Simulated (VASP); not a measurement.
# MgO (Fm-3m) in VASP: a series of runs, part 2 of 2

VASP 6.6.1.

## (5) Band structure, PBEsol

File INCAR:

```
SYSTEM = MgO
  PREC = Accurate
  ENCUT = 450
  EDIFF = 1E-6
  ISMEAR = 0
  SIGMA = 0.02
  LREAL = .False.
  LASPH = .True.
  NELM = 120
  ALGO = Normal
  ISIF = 2
  LWAVE = .False.
  LCHARG = .False.
  GGA = PS
  NBANDS = 11
  KPAR = 2
```

File KPOINTS:

```
Automatic mesh
0
Gamma
  14 14 14
  0 0 0
```

File POSCAR:

```
MgO                                     
1.0
    0.0000000000      2.1220490059      2.1220490059
    2.1220490059      0.0000000000      2.1220490059
    2.1220490059      2.1220490059     -0.0000000000
  Mg              O             
     1     1
Direct
     1.0000000000000000    1.0000000000000000    0.0000000000000000
     0.5000000000000000    0.5000000000000000    0.5000000000000000
```

File KPOINTS_OPT:

```
path GXWKGLUWLK,UX
10
line-mode
reciprocal
 0.0000000000  0.0000000000  0.0000000000  G
 0.5000000000  0.0000000000  0.5000000000  X

 0.5000000000  0.0000000000  0.5000000000  X
 0.5000000000  0.2500000000  0.7500000000  W

 0.5000000000  0.2500000000  0.7500000000  W
 0.3750000000  0.3750000000  0.7500000000  K

 0.3750000000  0.3750000000  0.7500000000  K
 0.0000000000  0.0000000000  0.0000000000  G

 0.0000000000  0.0000000000  0.0000000000  G
 0.5000000000  0.5000000000  0.5000000000  L

 0.5000000000  0.5000000000  0.5000000000  L
 0.6250000000  0.2500000000  0.6250000000  U

 0.6250000000  0.2500000000  0.6250000000  U
 0.5000000000  0.2500000000  0.7500000000  W

 0.5000000000  0.2500000000  0.7500000000  W
 0.5000000000  0.5000000000  0.5000000000  L

 0.5000000000  0.5000000000  0.5000000000  L
 0.3750000000  0.3750000000  0.7500000000  K

 0.6250000000  0.2500000000  0.6250000000  U
 0.5000000000  0.0000000000  0.5000000000  X
```

Started as:

```bash
$ cat potpaw_PBE.64/Mg/POTCAR potpaw_PBE.64/O/POTCAR > POTCAR
$ mpirun -np 2 vasp_std > vasp.out
```

Run time: 9 s. Hardware: 2 MPI ranks of Intel Xeon Platinum 8488C (Sapphire Rapids), shared host; peak memory 0.14 GiB.

The run converged. Its results:

* Free energy: -12.5115 eV
* Band gap on the k mesh: 4.42 eV, direct
* Band gap along the path: 4.42 eV, direct

Levels at the corners of the path, in eV from the valence-band top:
| point | band 1 | band 2 | band 3 | band 4 | band 5 | band 6 | band 7 | band 8 | band 9 |
| --- | --- | --- | --- | --- | --- | --- | --- | --- | --- |
| Γ | -17.09 | 0.00 | 0.00 | 0.00 | 4.42 | 15.51 | 15.51 | 15.51 | 19.29 |
| X | -15.57 | -4.05 | -1.33 | -1.33 | 8.90 | 9.64 | 12.74 | 18.52 | 18.52 |
| X | -15.57 | -4.05 | -1.33 | -1.33 | 8.90 | 9.64 | 12.74 | 18.52 | 18.52 |
| W | -15.52 | -2.93 | -2.93 | -1.75 | 11.35 | 11.35 | 11.82 | 15.10 | 21.50 |
| W | -15.52 | -2.93 | -2.93 | -1.75 | 11.35 | 11.35 | 11.82 | 15.10 | 21.50 |
| K | -15.56 | -3.47 | -2.69 | -1.13 | 9.82 | 11.43 | 12.20 | 17.70 | 17.85 |
| K | -15.56 | -3.47 | -2.69 | -1.13 | 9.82 | 11.43 | 12.20 | 17.70 | 17.85 |
| Γ | -17.09 | 0.00 | 0.00 | 0.00 | 4.42 | 15.51 | 15.51 | 15.51 | 19.29 |
| Γ | -17.09 | 0.00 | 0.00 | 0.00 | 4.42 | 15.51 | 15.51 | 15.51 | 19.29 |
| L | -15.83 | -4.58 | -0.64 | -0.64 | 7.61 | 12.26 | 15.95 | 15.95 | 20.43 |
| L | -15.83 | -4.58 | -0.64 | -0.64 | 7.61 | 12.26 | 15.95 | 15.95 | 20.43 |
| U | -15.56 | -3.47 | -2.69 | -1.13 | 9.82 | 11.43 | 12.20 | 17.70 | 17.85 |
| U | -15.56 | -3.47 | -2.69 | -1.13 | 9.82 | 11.43 | 12.20 | 17.70 | 17.85 |
| W | -15.52 | -2.93 | -2.93 | -1.75 | 11.35 | 11.35 | 11.82 | 15.10 | 21.50 |
| W | -15.52 | -2.93 | -2.93 | -1.75 | 11.35 | 11.35 | 11.82 | 15.10 | 21.50 |
| L | -15.83 | -4.58 | -0.64 | -0.64 | 7.61 | 12.26 | 15.95 | 15.95 | 20.43 |
| L | -15.83 | -4.58 | -0.64 | -0.64 | 7.61 | 12.26 | 15.95 | 15.95 | 20.43 |
| K | -15.56 | -3.47 | -2.69 | -1.13 | 9.82 | 11.43 | 12.20 | 17.70 | 17.85 |
| U | -15.56 | -3.47 | -2.69 | -1.13 | 9.82 | 11.43 | 12.20 | 17.70 | 17.85 |
| X | -15.57 | -4.05 | -1.33 | -1.33 | 8.90 | 9.64 | 12.74 | 18.52 | 18.52 |

## (6) Band structure, r2SCAN

Edit INCAR of step 5 so:

```diff
@@ -13,3 +13,4 @@
   LCHARG = .False.
-  GGA = PS
+  METAGGA = R2SCAN
+  LMIXTAU = .True.
   NBANDS = 11
```

KPOINTS is that of step 5.

POSCAR is that of step 5.

KPOINTS_OPT is that of step 5.

Potentials or basis: VASP PAW PBE potentials, release 64 (Mg, O).

Started as:

```bash
$ cat potpaw_PBE.64/Mg/POTCAR potpaw_PBE.64/O/POTCAR > POTCAR
$ mpirun -np 2 vasp_std > vasp.out
```

Wall time 42 s (2 MPI ranks of Intel Xeon Platinum 8488C (Sapphire Rapids), shared host); peak memory 0.15 GiB.

Results (log left out):

| Quantity | Value |
| --- | --- |
| Free energy | -16.1556 eV |
| Band gap on the k mesh | 5.38 eV, direct |
| Band gap along the path | 5.38 eV, direct |

Levels at the corners of the path, in eV from the valence-band top:
```
point  band 2  band 3  band 4  band 5  band 6  band 7
    Γ    0.00    0.00    0.00    5.38   16.70   16.70
    X   -4.01   -1.34   -1.34   10.00   10.81   14.04
    X   -4.01   -1.34   -1.34   10.00   10.81   14.04
    W   -2.89   -2.89   -1.73   12.54   12.54   13.07
    W   -2.89   -2.89   -1.73   12.54   12.54   13.07
    K   -3.42   -2.65   -1.14   10.94   12.66   13.45
    K   -3.42   -2.65   -1.14   10.94   12.66   13.45
    Γ    0.00    0.00    0.00    5.38   16.70   16.70
    Γ    0.00    0.00    0.00    5.38   16.70   16.70
    L   -4.51   -0.65   -0.65    8.65   13.54   17.18
    L   -4.51   -0.65   -0.65    8.65   13.54   17.18
    U   -3.42   -2.65   -1.14   10.94   12.66   13.45
    U   -3.42   -2.65   -1.14   10.94   12.66   13.45
    W   -2.89   -2.89   -1.73   12.54   12.54   13.07
    W   -2.89   -2.89   -1.73   12.54   12.54   13.07
    L   -4.51   -0.65   -0.65    8.65   13.54   17.18
    L   -4.51   -0.65   -0.65    8.65   13.54   17.18
    K   -3.42   -2.65   -1.14   10.94   12.66   13.45
    U   -3.42   -2.65   -1.14   10.94   12.66   13.45
    X   -4.01   -1.34   -1.34   10.00   10.81   14.04
```

## (7) Overview

| task | level | potentials or basis | k mesh | gap on the mesh (eV) |
| --- | --- | --- | --- | --- |
| dielectric tensor | PBE | VASP PAW PBE potentials, release 64 (Mg, O) | 13 × 13 × 13 | 4.51 |
| band structure | LDA | VASP PAW LDA potentials, release 64 (Mg, O) | 14 × 14 × 14 | 4.44 |
| band structure | PBE | VASP PAW PBE potentials, release 64 (Mg, O) | 14 × 14 × 14 | 4.51 |
| band structure | PBEsol | VASP PAW PBE potentials, release 64 (Mg, O) | 14 × 14 × 14 | 4.42 |
| band structure | r2SCAN | VASP PAW PBE potentials, release 64 (Mg, O) | 14 × 14 × 14 | 5.38 |

Alike in all rows: no spin polarisation; cell as given; cutoff (eV) 450; smearing gaussian 0.02 eV.

Caveats: an odd mesh through Γ misses points on the zone boundary, where band edges often lie (some runs).

Total energies depend on the potentials used, so only differences within one code and one set of settings carry meaning.

## (8) How close it comes

Step 2. The gap isn't set beside the measured one, since this odd mesh misses points on the zone boundary. Against the measured high-frequency dielectric constant of MgO, 2.95 (295 K; “Infrared Optical Properties of Ferropericlase (Mg1-xFexO): Experiment and Theory”, 2007, arxiv:0704.2267), the calculated 3.16 is off by +7.1 %.

Step 3. Against the measured gap of MgO, 7.83 eV (quoted in “Electronic structure of alkaline earth and post-transition metal oxides”, 2009, arxiv:0908.1581), the calculated 4.44 eV is off by -3.39 eV. The value is that of LDA, without temperature or zero-point motion. Semilocal functionals fall short of measured gaps as a rule. The cell is a database's relaxed one, not the measured one, which moves gaps too.

Step 4. A measured gap of MgO is 7.83 eV (quoted in “Electronic structure of alkaline earth and post-transition metal oxides”, 2009, arxiv:0908.1581); the calculated 4.51 eV misses it by -3.32 eV. The value is that of PBE, without temperature or zero-point motion. Semilocal functionals fall short of measured gaps as a rule. The cell is a database's relaxed one, not the measured one, which moves gaps too.

Step 5. Against the measured gap of MgO, 7.83 eV (quoted in “Electronic structure of alkaline earth and post-transition metal oxides”, 2009, arxiv:0908.1581), the calculated 4.42 eV is off by -3.41 eV. The value is that of PBEsol, without temperature or zero-point motion. Semilocal functionals fall short of measured gaps as a rule. The cell is a database's relaxed one, not the measured one, which moves gaps too.

Step 6. A measured gap of MgO is 7.83 eV (quoted in “Electronic structure of alkaline earth and post-transition metal oxides”, 2009, arxiv:0908.1581); the calculated 5.38 eV misses it by -2.45 eV. The value is that of r2SCAN, without temperature or zero-point motion. The cell is a database's relaxed one, not the measured one, which moves gaps too.
